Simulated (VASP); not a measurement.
Given:

```
CELL_PARAMETERS angstrom
      1.77888    -3.08112     0.00000
      1.77888     3.08112     0.00000
      0.00000     0.00000     5.69975
ATOMIC_POSITIONS crystal
  Tl 0.33333 0.66667 0.25000
  Tl 0.66667 0.33333 0.75000
```

Level of theory: PBE GGA with D4 dispersion, VASP's PBE PAW potentials (set 64) (plane waves; VASP). Run with 520 eV cut-off, 12×12×7 Γ-centred mesh, first-order Methfessel-Paxton smearing of 0.10 eV, potentials Tl_d.

Task: The ions and cell shape at fixed volume are relaxed. Predict the relaxed structure.

Result: 
```
CELL_PARAMETERS angstrom
      1.80977    -3.13461     0.00000
      1.80977     3.13461     0.00000
      0.00000     0.00000     5.50690
ATOMIC_POSITIONS crystal
  Tl 0.33333 0.66667 0.25000
  Tl 0.66667 0.33333 0.75000
```
Space group P6_3/mmc (194), at a tolerance of 0.03 Å.

Task: How much energy does the relaxation gain?

Result: The energy (σ→0) changes by -6.0 meV/atom, in 5 ionic steps.

The compound is Tl in the hcp structure. This cell is one point of a volume scan, at 1.06 of the reference volume. Symmetry was kept, so distortions that lower it aren't found.
